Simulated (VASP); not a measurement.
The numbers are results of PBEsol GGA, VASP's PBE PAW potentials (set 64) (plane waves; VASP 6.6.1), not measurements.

VASP ran on this input.

File KPOINTS:
```
Automatic
0
G
  7 7 7
0 0 0
```

### POSCAR
```
HgTe
1.0
  0.0000000000   3.2300000000   3.2300000000
  3.2300000000   0.0000000000   3.2300000000
  3.2300000000   3.2300000000   0.0000000000
Hg Te
1 1
Cartesian
  0.0000000000   0.0000000000   0.0000000000
  1.6150000000   1.6150000000   1.6150000000
```

INCAR:
```
SYSTEM = HgTe
PREC = Accurate
ENCUT = 400
EDIFF = 1E-6
NELM = 100
ALGO = Normal
LREAL = .FALSE.
LASPH = .TRUE.
ISMEAR = 0
SIGMA = 0.05
GGA = PS
LMAXMIX = 6
LWAVE = .FALSE.
LCHARG = .FALSE.
IBRION = 2
ISIF = 3
NSW = 60
EDIFFG = -0.01
```

POTCAR, in this order: Hg Te (PBE.64 set). Program: vasp_std.

Q: What will the output report for the number of irreducible k-points (NKPTS), number of bands (NBANDS), largest plane-wave count, number of space-group operations, FFT grid (NGX, NGY, NGZ)?

A: 
The number of irreducible k-points (NKPTS) is 20. The number of bands (NBANDS) is 13. The largest plane-wave count is 1243, the number of space-group operations is 24 and the FFT grid (NGX, NGY, NGZ) comes out as 30 × 30 × 30.

The compound is HgTe in the zinc blende structure. This run relaxes it. Symmetry was kept, so distortions that lower it aren't found.
